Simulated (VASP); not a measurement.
Level of theory: LDA (Ceperley-Alder, Perdew-Zunger), VASP's LDA PAW potentials (set 64) (plane waves; VASP).

VASP ran on this input.

INCAR:
```
# general
SYSTEM   =  InGaN2
PREC     =  Accurate
ENCUT    =  650
LREAL    =  F   # projection in real space or not
LASPH    =  T

# electronic loop
EDIFF    =  1E-7   # SCF stop (eV)
NELM     =  100   # most electronic steps
ALGO     =  Normal   # blocked Davidson
LMAXMIX  =  4

# smearing
ISMEAR   =  0   # Gaussian
SIGMA    =  0.05

# ions
IBRION   =  6   # finite differences
NSW      =  1
ISIF     =  3
POTIM    =  0.015
NFREE    =  2

# output
LWAVE    =  F
LCHARG   =  F
```

### POSCAR
```
InGaN2
1
    3.3264679891    -0.0000000000     0.0000000000
   -1.6632339945     2.8808053202     0.0000000000
    0.0000000000     0.0000000000     5.4561992354
In Ga N
1 1 2
Direct
  0.0000000000   0.0000000000   0.9971156582
  0.6666670000   0.3333330000   0.4959244872
  0.6666670000   0.3333330000   0.1460448234
  0.0000000000   0.0000000000   0.6025150312
```

KPOINTS:
```
Automatic mesh
0
Gamma
7 7 4
0 0 0
```

POTCAR, in this order: In_d Ga_d N (LDA.64 set). Program: vasp_std.

The resulting files:

OSZICAR:
```
       N       E                     dE             d eps       ncg     rms          rms(c)
DAV:   1     0.350425523197E+03    0.35043E+03   -0.20749E+04  1240   0.304E+03
DAV:   2     0.187609296593E+02   -0.33166E+03   -0.32138E+03  1326   0.584E+02
DAV:   3    -0.281883625073E+02   -0.46949E+02   -0.46231E+02  1464   0.195E+02
DAV:   4    -0.303563691455E+02   -0.21680E+01   -0.21585E+01  1660   0.422E+01
DAV:   5    -0.304102914319E+02   -0.53922E-01   -0.53889E-01  1656   0.631E+00    0.134E+01
DAV:   6    -0.260284807682E+02    0.43818E+01   -0.18323E+01  2350   0.625E+01    0.919E+00
DAV:   7    -0.260830773774E+02   -0.54597E-01   -0.17605E+00  1346   0.110E+01    0.298E+00
DAV:   8    -0.260331219669E+02    0.49955E-01   -0.15622E-01  2036   0.463E+00    0.145E+00
DAV:   9    -0.260135074220E+02    0.19615E-01   -0.30509E-02  1998   0.272E+00    0.349E-01
DAV:  10    -0.260129536084E+02    0.55381E-03   -0.29362E-03  1648   0.594E-01    0.206E-01
DAV:  11    -0.260129528362E+02    0.77211E-06   -0.14117E-03  1964   0.357E-01    0.723E-02
DAV:  12    -0.260129225800E+02    0.30256E-04   -0.21780E-04  1990   0.189E-01    0.183E-02
DAV:  13    -0.260129228785E+02   -0.29849E-06   -0.27971E-05  1486   0.471E-02    0.914E-03
DAV:  14    -0.260129230773E+02   -0.19875E-06   -0.36722E-06  1604   0.179E-02    0.426E-03
DAV:  15    -0.260129230816E+02   -0.43192E-08   -0.48985E-07  1466   0.750E-03
   1 F= -.26012923E+02 E0= -.26012923E+02  d E =-.121176E-11
 Found     8 degrees of freedom:
 Adding 6 more for cell shape distortion
```

**OUTCAR**
```
------------------------ aborting loop because EDIFF is reached ----------------------------------------
  FORCE on cell =-STRESS in cart. coord.  units (eV):
  Direction    XX          YY          ZZ          XY          YZ          ZX
  --------------------------------------------------------------------------------------
  Total       -0.0566711     -0.0566711     -0.0318071     -0.0000000      0.0000000      0.0000000
  in kB       -1.7365405     -1.7365399     -0.9746481     -0.0000000      0.0000000      0.0000000
  external PRESSURE =      -1.4825762 kB  Pullay stress =       0.0000000 kB
  volume of cell :       52.29
      direct lattice vectors                 reciprocal lattice vectors
     3.326467989  0.000000000  0.000000000     0.300619156  0.173562579  0.000000000
    -1.663233995  2.880805320  0.000000000     0.000000000  0.347125157  0.000000000
     0.000000000  0.000000000  5.456199235     0.000000000  0.000000000  0.183277765
 POSITION                                       TOTAL-FORCE (eV/Angst)
 -----------------------------------------------------------------------------------
      0.00000      0.00000      5.44046         0.000000      0.000000     -0.016685
      1.66324      0.96027      2.70586         0.000000      0.000000     -0.002919
      1.66324      0.96027      0.79685        -0.000000     -0.000000      0.005761
      0.00000      0.00000      3.28744        -0.000000      0.000000      0.013842
 -----------------------------------------------------------------------------------
    total drift:                               -0.001515      0.000869      0.000229
  FREE ENERGIE OF THE ION-ELECTRON SYSTEM (eV)
  ---------------------------------------------------
  free  energy   TOTEN  =       -26.0129230816 eV

  energy  without entropy=      -26.0129230816  energy(sigma->0) =      -26.01292308
```
(Selected blocks of OUTCAR.)

File stdout:
```
...
       N       E                     dE             d eps       ncg     rms          rms(c)
DAV:   1     0.350425523197E+03    0.35043E+03   -0.20749E+04  1240   0.304E+03
DAV:   2     0.187609296593E+02   -0.33166E+03   -0.32138E+03  1326   0.584E+02
DAV:   3    -0.281883625073E+02   -0.46949E+02   -0.46231E+02  1464   0.195E+02
DAV:   4    -0.303563691455E+02   -0.21680E+01   -0.21585E+01  1660   0.422E+01
DAV:   5    -0.304102914319E+02   -0.53922E-01   -0.53889E-01  1656   0.631E+00    0.134E+01
DAV:   6    -0.260284807682E+02    0.43818E+01   -0.18323E+01  2350   0.625E+01    0.919E+00
DAV:   7    -0.260830773774E+02   -0.54597E-01   -0.17605E+00  1346   0.110E+01    0.298E+00
DAV:   8    -0.260331219669E+02    0.49955E-01   -0.15622E-01  2036   0.463E+00    0.145E+00
DAV:   9    -0.260135074220E+02    0.19615E-01   -0.30509E-02  1998   0.272E+00    0.349E-01
DAV:  10    -0.260129536084E+02    0.55381E-03   -0.29362E-03  1648   0.594E-01    0.206E-01
DAV:  11    -0.260129528362E+02    0.77211E-06   -0.14117E-03  1964   0.357E-01    0.723E-02
DAV:  12    -0.260129225800E+02    0.30256E-04   -0.21780E-04  1990   0.189E-01    0.183E-02
DAV:  13    -0.260129228785E+02   -0.29849E-06   -0.27971E-05  1486   0.471E-02    0.914E-03
DAV:  14    -0.260129230773E+02   -0.19875E-06   -0.36722E-06  1604   0.179E-02    0.426E-03
DAV:  15    -0.260129230816E+02   -0.43192E-08   -0.48985E-07  1466   0.750E-03
   1 F= -.26012923E+02 E0= -.26012923E+02  d E =-.121176E-11
 Found     8 degrees of freedom:
 Adding 6 more for cell shape distortion
 Finite differences POTIM= 0.01500 DOF=  14

 -----------------------------------------------------------------------------
|                                                                             |
|     EEEEEEE  RRRRRR   RRRRRR   OOOOOOO  RRRRRR      ###     ###     ###     |
|     E        R     R  R     R  O     O  R     R     ###     ###     ###     |
|     E        R     R  R     R  O     O  R     R     ###     ###     ###     |
|     EEEEE    RRRRRR   RRRRRR   O     O  RRRRRR       #       #       #      |
|     E        R   R    R   R    O     O  R   R                               |
|     E        R    R   R    R   O     O  R    R      ###     ###     ###     |
|     EEEEEEE  R     R  R     R  OOOOOOO  R     R     ###     ###     ###     |
|                                                                             |
|     RE_READ_KPOINTS: the new IBZ does not contain all k-points of the       |
|     original IBZ.                                                           |
|                                                                             |
|     ... try setting KBLOWUP=.FALSE.                                         |
|     ... as a last resort: switch off symmetry                               |
|                                                                             |
|       ---->  I REFUSE TO CONTINUE WITH THIS SICK JOB ... BYE!!! <----       |
|                                                                             |
 -----------------------------------------------------------------------------
```

VASP stops with an error: RE_READ_KPOINTS: the new IBZ does not contain all k-points of the original IBZ. ... try setting KBLOWUP=.FALSE. ... as a last resort: switch off symmetry ----> I REFUSE TO CONTINUE WITH THIS SICK JOB ... BYE!!! <----

The structure comes from a computed database's InGaN2 entry (P3m1); how it stands against other phases isn't given here. It was relaxed first, which changed the volume by -6 %.
